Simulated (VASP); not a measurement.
# Zr: surface energy and work function by face, part 5 of 5

Aim: compare the low-index faces of Zr at one level of theory.

VASP 6.6.1; r2SCAN; plane waves and PAW (Zr_sv).

So far. Step 5 (Vacuum level and density of states, 8 atoms, face …): The vacuum level lies 4.26 eV above the Fermi level at the upper face; both faces agree, as the slab has next to no dipole. Step 6 (Surface relaxation, 12 atoms, face Zr(10-10)): The run ended after 10 ionic steps, 0.046 eV below its first step, once the forces on the free atoms met EDIFFG = -0.03.

### Step 7. Vacuum level and density of states, 12 atoms, face Zr(10-10)

INCAR

```
SYSTEM = Zr
PREC = Normal
ENCUT = 320
EDIFF = 1E-06
NELM = 120
ISMEAR = 1
SIGMA = 0.15
LREAL = .FALSE.
ALGO = Normal
METAGGA = R2SCAN
LASPH = .TRUE.
NBANDS = 89
LORBIT = 11
LWAVE = .FALSE.
LCHARG = .TRUE.
KPAR = 4
IDIPOL = 3
LDIPOL = .TRUE.
DIPOL = 0.5 0.5 0.5
LVHAR = .TRUE.
LVACPOTAV = .TRUE.
NEDOS = 1500
```

POSCAR

```
Zr
1.0
    3.2455109009      0.0000000000      0.0000000000
    0.0000000000      5.1498710746      0.0000000000
    0.0000000000      0.0000000000     29.9903727383
Zr
12
Direct
    0.0000000000      0.0000000000      0.2535345434
    0.5000000000      0.0000000000      0.3432813914
    0.5000000000      0.5000000000      0.2824804631
    0.0000000000      0.0000000000      0.4370420458
    0.0000000000      0.5000000000      0.3748299897
    0.5000000000      0.0000000000      0.5314430278
    0.5000000000      0.5000000000      0.4685569722
    0.0000000000      0.0000000000      0.6251700103
    0.0000000000      0.5000000000      0.5629579542
    0.5000000000      0.0000000000      0.7175195369
    0.5000000000      0.5000000000      0.6567186086
    0.0000000000      0.5000000000      0.7464654566
```

KPOINTS

```
Automatic mesh
0
Gamma
9 6 1
0 0 0
```

Potentials, in the order of the species: Zr_sv (PBE family, release 64).

On the command line:

```
mpirun -np 4 vasp_std
```

Log:

```text
[... set-up lines as in an earlier step ...]
 entering main loop
       N       E                     dE             d eps       ncg     rms          rms(c)
DAV:   1     0.929931154185E+03    0.92993E+03   -0.63955E+04  4472   0.109E+03
DAV:   2    -0.196078495015E+03   -0.11260E+04   -0.10924E+04  3956   0.385E+02
DAV:   3    -0.321193246928E+03   -0.12511E+03   -0.12153E+03  5816   0.758E+01
DAV:   4    -0.349493807413E+03   -0.28301E+02   -0.27988E+02  6112   0.342E+01
DAV:   5    -0.353296648376E+03   -0.38028E+01   -0.37947E+01  5432   0.108E+01    0.430E+01
DAV:   6    -0.301596168562E+03    0.51700E+02   -0.16680E+02  5351   0.395E+01    0.243E+01
DAV:   7    -0.370294493118E+03   -0.68698E+02   -0.12207E+03  5067   0.444E+01    0.301E+01
DAV:   8    -0.273126118968E+03    0.97168E+02   -0.13678E+02  4989   0.255E+01    0.152E+01
DAV:   9    -0.270387385915E+03    0.27387E+01   -0.58390E+01  4984   0.128E+01    0.873E+00
DAV:  10    -0.269255186949E+03    0.11322E+01   -0.12765E+01  4984   0.743E+00    0.480E+00
DAV:  11    -0.269492699391E+03   -0.23751E+00   -0.19994E+00  4928   0.419E+00    0.326E+00
DAV:  12    -0.269326565366E+03    0.16613E+00   -0.58852E-01  4992   0.270E+00    0.223E+00
DAV:  13    -0.269263167475E+03    0.63398E-01   -0.35821E-01  4840   0.244E+00    0.121E+00
DAV:  14    -0.269252547269E+03    0.10620E-01   -0.38311E-01  4792   0.233E+00    0.799E-01
DAV:  15    -0.269258078880E+03   -0.55316E-02   -0.67607E-02  4863   0.743E-01    0.566E-01
DAV:  16    -0.269260989478E+03   -0.29106E-02   -0.11317E-02  4783   0.379E-01    0.319E-01
DAV:  17    -0.269258689648E+03    0.22998E-02   -0.76987E-03  5087   0.351E-01    0.945E-02
DAV:  18    -0.269260130998E+03   -0.14413E-02   -0.17828E-03  4928   0.129E-01    0.605E-02
DAV:  19    -0.269260782442E+03   -0.65144E-03   -0.95720E-04  4879   0.914E-02    0.371E-02
DAV:  20    -0.269261302988E+03   -0.52055E-03   -0.37518E-04  4551   0.557E-02    0.201E-02
DAV:  21    -0.269261512729E+03   -0.20974E-03   -0.10881E-04  4536   0.358E-02    0.181E-02
DAV:  22    -0.269261664026E+03   -0.15130E-03   -0.11529E-04  4391   0.401E-02    0.908E-03
DAV:  23    -0.269261771518E+03   -0.10749E-03   -0.61747E-05  4311   0.275E-02    0.762E-03
DAV:  24    -0.269261867651E+03   -0.96133E-04   -0.29291E-05  4221   0.234E-02    0.379E-03
DAV:  25    -0.269261926762E+03   -0.59111E-04   -0.14583E-05  3734   0.119E-02    0.263E-03
DAV:  26    -0.269261976255E+03   -0.49493E-04   -0.11517E-05  3814   0.142E-02    0.196E-03
DAV:  27    -0.269261989403E+03   -0.13148E-04   -0.49072E-06  3758   0.123E-02    0.150E-03
DAV:  28    -0.269262000188E+03   -0.10785E-04   -0.36152E-06  3355   0.103E-02    0.607E-04
DAV:  29    -0.269262007821E+03   -0.76334E-05   -0.18509E-06  2800   0.636E-03    0.476E-04
DAV:  30    -0.269262009587E+03   -0.17657E-05   -0.12834E-06  2631   0.645E-03    0.231E-04
DAV:  31    -0.269262013007E+03   -0.34202E-05   -0.11209E-06  2655   0.606E-03    0.155E-04
DAV:  32    -0.269262015963E+03   -0.29560E-05   -0.20976E-06  2888   0.767E-03    0.260E-04
DAV:  33    -0.269262009887E+03    0.60761E-05   -0.47116E-06  3536   0.120E-02    0.292E-04
DAV:  34    -0.269262014790E+03   -0.49034E-05   -0.33744E-06  3175   0.102E-02    0.212E-04
DAV:  35    -0.269262014302E+03    0.48792E-06   -0.13138E-06  2629   0.651E-03
 [... a notice as in an earlier step ...]

   1 F= -.26926201E+03 E0= -.26925724E+03  d E =-.143339E-01
```

It took 6.2 min on 4 MPI ranks of Intel Xeon Platinum 8488C (Sapphire Rapids), shared host; peak memory 1.6 GiB; 25 min of CPU time.

OUTCAR, selected parts (step 7):

```text
   NELECT =     144.0000    total number of electrons

 dipolmoment           0.000000      0.000000      0.000000 electrons x Angstroem

 E-fermi :   3.4755

 k-point     1 :       0.0000    0.0000    0.0000
  band No.  band energies     occupation
    ...
     65       3.0029      2.00008
     66       3.0416      2.00034
     67       3.1349      2.00606
     68       3.1390      2.00674
     69       3.4231      1.55316
     70       3.6449     -0.06772
     71       3.9322     -0.00015
     72       4.0028     -0.00001
     73       4.1673     -0.00000
     74       4.2717     -0.00000
    ...

  Total       -5.7650110     -4.0289637     -1.5858344      0.0000000      0.0000000      0.0000000
  in kB      -18.4267791    -12.8778288     -5.0688229      0.0000000      0.0000000      0.0000000
  external PRESSURE =     -12.1244770 kB  Pullay stress =       0.0000000 kB

 POSITION                                       TOTAL-FORCE (eV/Angst)
 -----------------------------------------------------------------------------------
      0.00000      0.00000      7.60360         0.000000      0.000000      0.015399
      1.62276      0.00000     10.29514         0.000000      0.000000      0.020458
      1.62276      2.57494      8.47169         0.000000      0.000000     -0.003580
      0.00000      0.00000     13.10705         0.000000      0.000000      0.002353
      0.00000      2.57494     11.24129         0.000000      0.000000      0.007185
      1.62276      0.00000     15.93817         0.000000      0.000000     -0.004939
      1.62276      2.57494     14.05220         0.000000      0.000000      0.004939
      0.00000      0.00000     18.74908         0.000000      0.000000     -0.007185
      0.00000      2.57494     16.88332         0.000000      0.000000     -0.002353
      1.62276      0.00000     21.51868         0.000000      0.000000      0.003580
      1.62276      2.57494     19.69524         0.000000      0.000000     -0.020458
      0.00000      2.57494     22.38678         0.000000      0.000000     -0.015399
 -----------------------------------------------------------------------------------
    total drift:                               -0.000000      0.000000      0.000000

  FREE ENERGIE OF THE ION-ELECTRON SYSTEM (eV)
  ---------------------------------------------------
  free  energy   TOTEN  =      -269.2620143025 eV

  energy  without entropy=     -269.2476804330  energy(sigma->0) =     -269.25723635

 vacuum level on the upper side and lower side of the slab         7.217         7.217

[... 8 parts as in an earlier step ...]

[... 9 further parts left out ...]
```

This step gave:

```
electronic cycles                          : 35
energy at zero smearing                    : -269.2572 eV
dipole moment                              : 0, 0, 0 e·Å
vacuum levels                              : 7.217, 7.217 eV
work functions of the upper and lower face : 3.741, 3.741 eV
```

The planar average of the electrostatic potential oscillates, so the rows of the table below give means over windows of 2.78 Å about each position, cut where the curve ends. Its maxima inside the range that stand out by 2 % of the span (Å: eV): 9.4: -3.23, 12.2: -2.88, 15.0: -2.66, 17.8: -2.88, 20.6: -3.23. Its minima: 8.0: -15.1, 10.8: -14.2, 13.6: -14.2, 16.4: -14.2, 19.2: -14.2, 22.0: -15.1.

Zero at the Fermi level. The planar average of the electrostatic potential by height; means over each step:

```csv
height (Å),planar average of the electrostatic potential (eV)
1.39,3.74
4.17,3.67
6.95,-5.12
9.73,-9.20
12.51,-8.90
15.29,-8.79
18.07,-8.90
20.85,-9.38
23.63,-1.29
26.41,3.72
29.19,3.74
```

Density of states in the PAW spheres, an atom over height of the layer and energy from the Fermi level.

Values in states/eV, 22 rows by 12 columns, each cell a mean:
```
1.23 0.90 0.93 1.03 1.01 1.11 1.11 1.01 1.03 0.93 0.90 1.23
1.01 0.85 0.60 0.45 0.41 0.37 0.37 0.41 0.45 0.60 0.85 1.01
0.65 0.57 0.38 0.39 0.46 0.44 0.44 0.46 0.39 0.38 0.57 0.65
1.04 0.82 0.72 0.85 0.94 0.93 0.93 0.94 0.85 0.72 0.82 1.04
0.79 0.76 0.68 0.68 0.64 0.64 0.64 0.64 0.68 0.68 0.76 0.79
0.43 0.50 0.57 0.55 0.55 0.60 0.60 0.55 0.55 0.57 0.50 0.43
0.53 0.58 0.62 0.60 0.56 0.54 0.54 0.56 0.60 0.62 0.58 0.53
0.49 0.57 0.70 0.66 0.60 0.63 0.63 0.60 0.66 0.70 0.57 0.49
0.28 0.33 0.49 0.48 0.45 0.42 0.42 0.45 0.48 0.49 0.33 0.28
0.17 0.20 0.27 0.29 0.29 0.30 0.30 0.29 0.29 0.27 0.20 0.17
0.08 0.09 0.10 0.10 0.10 0.09 0.09 0.10 0.10 0.10 0.09 0.08
0.06 0.06 0.06 0.06 0.08 0.08 0.08 0.08 0.06 0.06 0.06 0.06
0.04 0.05 0.06 0.05 0.04 0.04 0.04 0.04 0.05 0.06 0.05 0.04
0.02 0.03 0.04 0.04 0.05 0.05 0.05 0.05 0.04 0.04 0.03 0.02
0.01 0.02 0.03 0.03 0.02 0.02 0.02 0.02 0.03 0.03 0.02 0.01
0.01 0.01 0.02 0.02 0.02 0.02 0.02 0.02 0.02 0.02 0.01 0.01
0.00 0.00 0.00 0.00 0.00 0.01 0.01 0.00 0.00 0.00 0.00 0.00
0.00 0.00 0.00 0.00 0.00 0.00 0.00 0.00 0.00 0.00 0.00 0.00
0.00 0.00 0.00 0.00 0.00 0.00 0.00 0.00 0.00 0.00 0.00 0.00
0.00 0.00 0.00 0.00 0.00 0.00 0.00 0.00 0.00 0.00 0.00 0.00
0.00 0.00 0.00 0.00 0.00 0.00 0.00 0.00 0.00 0.00 0.00 0.00
0.00 0.00 0.00 0.00 0.00 0.00 0.00 0.00 0.00 0.00 0.00 0.00
```
Columns: height of the layer (Å) from 7.6 to 22.4 (not evenly spaced); rows upwards: energy from the Fermi level (eV) from -7.9 to 0.5.

Valence density in the ca plane at fractional y = 0.000, with atoms of Zr within 0.2 Å of it. It is the smooth field of the valence electrons, not physical close to the nuclei.

Ten even steps from '0' (0.0 e/Å³) to '9' (5.7 e/Å³), each cell a mean:
```
00026862000000000014884100000000000000000000
00012321000011100001331000011100000000000000
00000000000256410000000000146520000000000000
10000000000489720000000000279840000000000000
00000000000378620000000000268730000000000000
00001110000133200000110000023210000000000000
00014641000000000002553000000000000000000000
00037983000000000015995100000000000000000000
```
Columns run along c (16.0 Å, from fractional 0.38 to 0.91 of the cell), rows up along a (3.2 Å). Atoms in or near the plane, at fractional coordinates: Zr at (0.44, 0.00), Zr at (0.53, 0.50), Zr at (0.63, 0.00), Zr at (0.72, 0.50).

The map of layer states is cut here 0.5 eV above the Fermi level, so it leaves out the states above that.

The vacuum level lies 3.74 eV above the Fermi level at the upper face; both faces agree, as the slab has next to no dipole.

The program found no field-free point at its default tolerance, but its printed level agrees with the flat part of the planar average.

On this mesh the fine structure of the density of states is sampling noise, and high empty states may be cut by the number of bands.

### Step 8. The faces side by side

This step: surfaces of a metal, r2SCAN; plane waves and PAW (VASP 6.6.1).

This step runs nothing: it gathers the runs above.

Symmetric slabs, all atoms free. All faces:

```csv
face,layers,area a surface atom (Å²),work function (eV),surface energy as cut (J/m²),surface energy relaxed (J/m²),change of the top spacing (%)
Zr(0001),8,9.122,4.265,1.861,1.77,-6.14
Zr(10-10),12,16.71,3.741,1.844,1.822,-7.34
```

Each surface energy is the slab's energy less its number of atoms times the bulk energy of -22.7548 eV, over twice the cell's area.

### Step 9. Results

```yaml
zr_0001: 1.77 J/m², 4.26 eV
zr_10_10: 1.82 J/m², 3.74 eV
```

**Reading.** The cheapest face is Zr(0001) at 1.77 J/m², against 1.82 for Zr(10-10). The work functions are 4.26 eV for Zr(0001) and 3.74 eV for Zr(10-10). The densest face has the highest work function, as the smoothing of the electron density over an open face lowers the surface dipole. The two cheapest faces differ by under 4 %, which one mesh and one thickness don't resolve. The top spacing changes by -6.1 % on Zr(0001) and -7.3 % on Zr(10-10). Of the two ends of the prism face, the one with the short outer spacing was run. One thickness was run for each face, and bulk and slab meshes don't match, which leaves some hundredths of a J/m². The cells are 1 × 1 and can't reconstruct.

[Lines on the potential files, build, host, timing and source positions are cut from VASP's logs without a mark.]

[Logs are printed without paths, hosts, clocks, repeated set-up lines and the standing remarks that a program may print on its own settings, such as how far it seeks lower states.]

[Hosts, paths, dates, database ids (printed as entryN), source tags and the programs' standing remarks are cut or masked in the printed files.]

[Runs that stopped without an error message from VASP are left out.]
